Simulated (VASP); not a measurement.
VASP runs on KH (a trial cell in the wurtzite structure, space group P6_3mc) share one base input (PBE GGA, plane waves, VASP's PBE PAW potentials (set 64)) and change the settings named in each case.

**KPOINTS**
```
kpoints
0
G
  6 6 3
```

### POSCAR
```
KH
1
    4.2796500000     0.0000000000     0.0000000000
   -2.1398250000     3.7062860000     0.0000000000
    0.0000000000     0.0000000000     7.0090790000
K H
2 2
Direct
  0.6666670000   0.3333330000   0.0000000000
  0.3333330000   0.6666670000   0.5000000000
  0.6666670000   0.3333330000   0.6252000000
  0.3333330000   0.6666670000   0.1252000000
```

**INCAR**
```
SYSTEM = KH
PREC = Accurate
ENCUT = 400
EDIFF = 1E-6
NELM = 100
ALGO = Normal
LREAL = .FALSE.
LASPH = .TRUE.
ISMEAR = 0
SIGMA = 0.05
GGA = PE
LWAVE = .FALSE.
LCHARG = .FALSE.
ISIF = 2
```

POTCAR, in this order: K_sv H (PBE.64 set). Program: vasp_std.

| change | E(σ→0) (eV/atom) |
|---|---|
| base run | -2.3520 |
| ENCUT = 520, POTCAR K_pv H (PBE.64 set) | -2.3355 |
| ENCUT = 800, POTCAR K_sv H_h (PBE.64 set) | -2.3528 |
| ENCUT = 520, POTCAR K_sv H_s (PBE.64 set) | -2.3532 |
| ENCUT = 520 | -2.3532 |
| ENCUT = 800 | -2.3534 |
 Energies of different potentials or functionals have different zeros.

Left out are runs that ran out of time, are held back, or changed the cell or the kind of run, fixed moments of cells without a moment, rows past the twelfth, gaps on odd meshes, pressures of charged cells and columns that move by less than the noise.

The structure was generated: KH was put into the wurtzite type (P6_3mc), which need not be its known phase. The cell was not relaxed at this level.
